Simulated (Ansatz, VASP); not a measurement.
# Cross-check of PtSe2 (1T-PtSe2 bilayer, AB) between VASP and Ansatz, part 2 of 2

Wanted: the spread between two codes on one cell, functional and k mesh. The structure shown is the start of the Ansatz relaxation below; VASP solves that cell, so the two are compared at the walk's first step.

VASP 6.6.1 and Ansatz 0.2.0.

So far: The structure; Ansatz: relaxation, PBE with D3(BJ).

## 3. VASP: single point, PBE with D3(BJ), start cell

Level of this step: PBE with D3(BJ); plane waves and PAW (Se, Pt) (VASP).

The same cell, functional, mesh and smearing now go to VASP, with its own data sets.

Lines of VASP's logs that name or quote its potential files are left out, and so is its time.

Contents of INCAR:

```
SYSTEM = PtSe2
PREC = Accurate
ENCUT = 400
EDIFF = 1E-06
NELM = 120
ISMEAR = -1
SIGMA = 0.05
LREAL = .FALSE.
ALGO = Normal
GGA = PE
IVDW = 12
NBANDS = 28
LASPH = .TRUE.
LORBIT = 11
LWAVE = .FALSE.
LCHARG = .FALSE.
ISIF = 2
LDIPOL = .TRUE.
IDIPOL = 3
DIPOL = 0.5 0.5 0.5
LVHAR = .TRUE.
GGA_COMPAT = .FALSE.
EFERMI = MIDGAP
NELMDL = -8
KPAR = 2
```

Contents of POSCAR:

```
PtSe2
1.0
    3.7500000000      0.0000000000      0.0000000000
   -1.8750000000      3.2475950000      0.0000000000
    0.0000000000      0.0000000000     46.2354360000
Se Pt
4 2
Direct
    0.6666667180      0.3333334360      0.4174287445
    0.3333334360      0.6666668719      0.4664759298
    0.0000000000      0.0000000000      0.5335240702
    0.6666667180      0.3333334360      0.5825712555
    0.0000000000      0.0000000000      0.4419523372
    0.3333334360      0.6666668719      0.5580476628
```

Contents of KPOINTS:

```
Automatic mesh
0
Gamma
12 12 1
0 0 0
```

The projector-augmented-wave data sets are Se and Pt (PBE family, release 64).

Run with:

```console
mpirun -np 2 vasp_std
```

Numbers of over 12 decimals in the logs are rounded to 6 here.

Log:

```text
[banner, memory and clock lines left out]
running    2 mpi-ranks, on    1 nodes
 distrk:  each k-point on    1 cores,    2 groups
 distr:  one band on    1 cores,    1 groups

 POSCAR found type information on POSCAR SePt
 POSCAR found :  2 types and       6 ions
 LDA part: xc-table for (Slater+PW92), standard interpolation
 POSCAR, INCAR and KPOINTS ok, starting setup
 FFT: planning ... GRIDC
 FFT: planning ... GRID_SOFT
 FFT: planning ... GRID
 WAVECAR not read
 entering main loop
       N       E                     dE             d eps       ncg     rms          rms(c)
DAV:   1     0.355252854816E+03    0.35525E+03   -0.12621E+04  1088   0.927E+02
DAV:   2     0.197640840693E+02   -0.33549E+03   -0.32374E+03  1668   0.193E+02
DAV:   3    -0.284542947497E+02   -0.48218E+02   -0.47739E+02  1356   0.859E+01
DAV:   4    -0.295314284460E+02   -0.10771E+01   -0.10674E+01  1380   0.147E+01
DAV:   5    -0.295529682758E+02   -0.21540E-01   -0.21509E-01  1396   0.204E+00
DAV:   6    -0.295535760255E+02   -0.60775E-03   -0.60761E-03  1460   0.327E-01
DAV:   7    -0.295535906724E+02   -0.14647E-04   -0.14647E-04  1488   0.476E-02
DAV:   8    -0.295535910024E+02   -0.33008E-06   -0.33050E-06  1172   0.606E-03    0.208E+01
DAV:   9    -0.281282226736E+02    0.14254E+01   -0.99374E+00  1172   0.245E+01    0.116E+01
DAV:  10    -0.279497667069E+02    0.17846E+00   -0.29861E+00  1140   0.141E+01    0.478E+00
DAV:  11    -0.278162375628E+02    0.13353E+00   -0.25402E-01  1160   0.439E+00    0.107E+00
DAV:  12    -0.278087723392E+02    0.74652E-02   -0.80899E-02  1204   0.197E+00    0.300E-01
DAV:  13    -0.278093063012E+02   -0.53396E-03   -0.48271E-03  1212   0.358E-01    0.372E-01
DAV:  14    -0.278092671892E+02    0.39112E-04   -0.22313E-03  1196   0.366E-01    0.343E-01
DAV:  15    -0.278097120947E+02   -0.44491E-03   -0.35471E-04  1144   0.113E-01    0.290E-01
DAV:  16    -0.278095433422E+02    0.16875E-03   -0.94388E-05  1288   0.484E-02    0.231E-01
DAV:  17    -0.278094552316E+02    0.88111E-04   -0.45185E-05  1300   0.262E-02    0.182E-01
DAV:  18    -0.278094069145E+02    0.48317E-04   -0.22422E-05  1324   0.185E-02    0.145E-01
DAV:  19    -0.278093362046E+02    0.70710E-04   -0.11641E-04  1212   0.417E-02    0.584E-02
DAV:  20    -0.278093286862E+02    0.75184E-05   -0.10151E-05  1364   0.127E-02    0.368E-02
DAV:  21    -0.278093266166E+02    0.20696E-05   -0.17428E-06   776   0.552E-03    0.262E-02
DAV:  22    -0.278093253897E+02    0.12269E-05   -0.50180E-06  1180   0.866E-03    0.107E-02
DAV:  23    -0.278093257582E+02   -0.36852E-06   -0.10551E-06   744   0.423E-03
```

From OUTCAR (step 3):

```text
ion  position               nearest neighbor table
   1  0.667  0.333  0.417-   5 2.44   5 2.44   5 2.44
   2  0.333  0.667  0.466-   5 2.44   5 2.44   5 2.44
   3  0.000  0.000  0.534-   6 2.44   6 2.44   6 2.44
   4  0.667  0.333  0.583-   6 2.44   6 2.44   6 2.44
   5  0.000  0.000  0.442-   1 2.44   2 2.44   2 2.44   1 2.44   1 2.44   2 2.44
   6  0.333  0.667  0.558-   4 2.44   3 2.44   3 2.44   4 2.44   4 2.44   3 2.44

  LATTYP: Found a hexagonal cell.
 ALAT       =     3.7500000000
 C/A-ratio  =    12.3294496000

 Subroutine GETGRP returns: Found 12 space group operations
 (whereof  6 operations were pure point group operations)

The static configuration has the point symmetry C_3v.
 The point group associated with its full space group is D_3d.

 Found     19 irreducible k-points:

   k-points           NKPTS =     19   k-points in BZ     NKDIM =     19   number of bands    NBANDS=     28

   dimension x,y,z NGX =    24 NGY =   24 NGZ =  320
   dimension x,y,z NGXF=    48 NGYF=   48 NGZF=  640

   ENCUT  =  400.0 eV  29.40 Ry    5.42 a.u.   6.12  6.12 75.40*2*pi/ulx,y,z

   NELECT =      44.0000    total number of electrons

 k-points in reciprocal lattice and weights: Automatic mesh
   0.00000000  0.00000000  0.00000000       0.007
   0.08333333 -0.00000000  0.00000000       0.042
   0.16666667  0.00000000  0.00000000       0.042
   0.25000000  0.00000000  0.00000000       0.042
   0.33333333  0.00000000  0.00000000       0.042
   0.41666667 -0.00000000  0.00000000       0.042
   0.50000000  0.00000000  0.00000000       0.021
   0.08333333  0.08333333  0.00000000       0.042
   0.16666667  0.08333333  0.00000000       0.083
[...]
0.33333333  0.25000000  0.00000000       0.083
   0.33333333  0.33333333  0.00000000       0.014

 dipolmoment           0.000000      0.000000     -0.000000 electrons x Angstroem

 average (electrostatic) potential at core
       1 -61.4803       2 -61.5070       3 -61.5071       4 -61.4803       5 -77.6873
       6 -77.6873

 E-fermi :  -2.3431

 k-point     1 :       0.0000    0.0000    0.0000
  band No.  band energies     occupation
    ...
     18      -3.6444      2.00000
     19      -3.6444      2.00000
     20      -3.5394      2.00000
     21      -3.5394      2.00000
     22      -3.1781      2.00000
     23      -0.0464      0.00000
     24      -0.0464      0.00000
     25       0.0348      0.00000
     26       0.0348      0.00000
     27       1.5115      0.00000
    ...

 k-point     2 :       0.0833   -0.0000    0.0000
  band No.  band energies     occupation
    ...
     18      -3.6618      2.00000
     19      -3.5656      2.00000
     20      -3.5527      2.00000
     21      -3.4893      2.00000
     22      -2.9084      1.99998
     23      -0.6200      0.00000
     24      -0.4581      0.00000
     25      -0.2009      0.00000
     26      -0.0877      0.00000
     27       1.7444      0.00000
    ...

 k-point     3 :       0.1667    0.0000    0.0000
  band No.  band energies     occupation
    ...
     18      -3.7996      2.00000
     19      -3.6855      2.00000
     20      -3.5212      2.00000
     21      -3.4274      2.00000
     22      -2.6922      1.99815
     23      -1.5585      0.00000
     24      -1.2724      0.00000
     25      -0.4447      0.00000
     26      -0.2898      0.00000
     27       2.1784      0.00000
    ...

 Edisp (eV)   -2.19160

  Total       8.13605     8.13605     9.34727     0.00000     0.00000     0.00000
  in kB      23.15027    23.15027    26.59667     0.00000     0.00000     0.00000
  external pressure =       24.30 kB  Pullay stress =        0.00 kB

  energy-cutoff  :      400.00
  volume of cell :      563.08
      direct lattice vectors                 reciprocal lattice vectors
     3.750000000  0.000000000  0.000000000     0.266666667  0.153960084  0.000000000
    -1.875000000  3.247595000  0.000000000     0.000000000  0.307920169  0.000000000
     0.000000000  0.000000000 46.235436000     0.000000000  0.000000000  0.021628432

 POSITION                                       TOTAL-FORCE (eV/Angst)
 -----------------------------------------------------------------------------------
      1.87500      1.08253     19.30000         0.000000      0.000000     -2.136064
      0.00000      2.16506     21.56772         0.000000      0.000000      2.113514
      0.00000      0.00000     24.66772        -0.000000     -0.000000     -2.113514
      1.87500      1.08253     26.93544         0.000000      0.000000      2.136064
      0.00000      0.00000     20.43386         0.000000     -0.000000      0.065113
      0.00000      2.16506     25.80158        -0.000000     -0.000000     -0.065113
 -----------------------------------------------------------------------------------
    total drift:                               -0.000000     -0.000579     -0.000208

  FREE ENERGIE OF THE ION-ELECTRON SYSTEM (eV)
  ---------------------------------------------------
  free  energy   TOTEN  =       -30.0009269167 eV

  energy  without entropy=      -30.0007949350  energy(sigma->0) =      -30.00086093

 vacuum level on the upper side and lower side of the slab         2.436         2.436

 total charge
# of ion       s       p       d       tot
------------------------------------------
    1        1.477   2.298   0.077   3.851
    2        1.479   2.295   0.078   3.852
    3        1.479   2.295   0.078   3.852
    4        1.477   2.298   0.077   3.851
    5        0.723   0.818   8.080   9.621
    6        0.723   0.818   8.080   9.621
--------------------------------------------------
tot          7.358  10.820  16.471  34.650

[... 3 further parts left out ...]
```

## 4. Comparison

Known differences besides the potentials themselves: Ansatz cuts the interaction across the vacuum, VASP repeats the sheet with a dipole correction; the data sets hold 100 valence electrons in Ansatz (on its PAW soft_1 files) and 44 in VASP; the cutoff is 420 eV in Ansatz and 400 eV in VASP. Total energies have different zeros and are not compared.

Forces (eV/Å; atoms numbered as in POSCAR):

| atom | Ansatz x, y, z | VASP x, y, z |
| --- | --- | --- |
| Se1 | 0.000, 0.000, -2.128 | 0.000, 0.000, -2.136 |
| Se2 | 0.000, 0.000, 2.106 | 0.000, 0.000, 2.114 |
| Se3 | 0.000, 0.000, -2.106 | 0.000, 0.000, -2.114 |
| Se4 | 0.000, 0.000, 2.128 | 0.000, 0.000, 2.136 |
| Pt5 | 0.000, 0.000, 0.066 | 0.000, 0.000, 0.065 |
| Pt6 | 0.000, 0.000, -0.066 | 0.000, 0.000, -0.065 |

The forces differ by 3.6 meV/Å r.m.s., which is 0.4 % of the r.m.s. force of 1.002 eV/Å (both taken over all components). With vacuum in the cell, a pressure given here is an average over mostly empty space and none of the material.

## 5. Summary of results

| Item | Value |
| --- | --- |
| r.m.s. force difference (single point, PBE with D3(BJ), start cell) | 0.36 % of the r.m.s. force |

The r.m.s. force difference is 0.36 % of the r.m.s. force (single point, PBE with D3(BJ), start cell), within the 3 % picked in this series as the mark of a large difference. The data sets hold unlike numbers of valence electrons (100 in Ansatz and 44 in VASP), so part of the differences comes from the potentials. 1 further run of this series is not shown here. Such differences can come from data sets, numerical settings and the points named under the comparisons, not from the functional's error against experiment.

[Lines on the potential files, build, host, timing and source positions are cut from VASP's logs without a mark.]

[Logs are printed without paths, hosts, clocks, repeated set-up lines and the standing remarks that a program may print on its own settings, such as how far it seeks lower states.]

[Hosts, paths, dates, database ids (printed as entryN), source tags and the programs' standing remarks are cut or masked in the printed files.]
